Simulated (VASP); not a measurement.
```
CELL_PARAMETERS angstrom
      2.81596     0.00000     0.00000
      0.00000     2.84413     0.00000
      0.00000     0.00000     2.88800
ATOMIC_POSITIONS crystal
  Cr 0.00000 0.00000 0.00000
  Cr 0.50858 0.50000 0.50000
```
Starting moments (μB, in the order of the record's atoms Cr Cr): 1.5 -1.5.

Method: PBE GGA, VASP's PBE PAW potentials (set 64) (plane waves; VASP). Settings: 400 eV cut-off, 9×9×8 Monkhorst-Pack mesh, first-order Methfessel-Paxton smearing of 0.10 eV, potentials Cr_pv.

Task: Give the force on each atom (eV/Å).

Result: 
```tsv
atom	Fx	Fy	Fz
Cr1	0.154	0.000	0.000
Cr2	-0.154	0.000	0.000
```

Task: Give the stress tensor in GPa (positive for a compressed cell).

Result: 
```
 6.48   0.00   0.00
 0.00   2.65   0.00
 0.00   0.00  -4.18
```
The pressure is its mean diagonal, 1.65 GPa.

The compound is Cr in the bcc, AFM order structure. The cell was not relaxed at this level. The run is one of a series of settings (KPOINTS 9×9×8 Monkhorst-Pack mesh against the base run), some of them coarse on purpose.
